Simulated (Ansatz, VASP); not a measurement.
**SrCd in VASP and in Ansatz**

Contents of INCAR:

```
SYSTEM = SrCd
ALGO = Normal
EDIFF = 1E-8
ENCUT = 520
ISIF = 2
ISMEAR = -1
LASPH = .True.
LCHARG = .False.
LEFG = .True.
LREAL = .False.
LWAVE = .False.
NBANDS = 18
NELM = 100
PREC = Accurate
SIGMA = 0.08
```

The input KPOINTS:

```
k-points
0
Gamma
  10 10 10
  0 0 0
```

The input POSCAR:

```
SrCd
1.0
    3.9488987734      0.0000000000      0.0000000000
    0.0000000000      3.9488987734      0.0000000000
    0.0000000000      0.0000000000      3.9488987734
Sr Cd
1 1
Direct
    0.5000000000      0.5000000000      0.5000000000
    0.0000000000      0.0000000000      0.0000000000
```

Input for Ansatz:

```yaml
crystal:
  lattice:
    - [3.9488987734, 0.0, 0.0]
    - [0.0, 3.9488987734, 0.0]
    - [0.0, 0.0, 3.9488987734]
  atoms:
    - { symbol: Sr, position: [0.5, 0.5, 0.5] }
    - { symbol: Cd, position: [0.0, 0.0, 0.0] }
kpoints:
  mp_grid: { grid: [10, 10, 10] }
scf:
  occupations: { method: fermi_dirac, width: 0.08 }
hamiltonian:
  xc: lda
  pseudopotentials: { kind: paw }
output:
  forces: true
  stress: true
  eigenvalues: true
  efg: { contact_densities: true }
```

Change from the starting cell: volume scaled by 0.96, PAW files.

Alike in both runs: task electric field gradients; functional LDA; k mesh 10 × 10 × 10; occupations fermi-dirac, width 0.08 eV; no spin polarisation.

```csv
,VASP,Ansatz
version,VASP 6.6.1,Ansatz 0.2.0
potentials or method,"VASP PAW LDA potentials, release 64 (Sr_sv, Cd)","PAW with Ansatz's default frozen-core files, scalar-relativistic"
plane-wave cutoff (eV),520,420
valence electrons in the cell,22,30
```

Ansatz gave:

| Property | Result |
| --- | --- |
| pressure (GPa) | -1.0 |
| Vzz of the field gradient on the site that differs most (V/Å²) | 0.0 |

**Question.** Estimate VASP's values.

**Answer.** Pressure (GPa): -0.9; Vzz of the field gradient on the site that differs most (V/Å²): 0.0.

The two sets of potentials don't hold the same shells in valence. Ansatz warned: «gradients_without_spin_orbit».
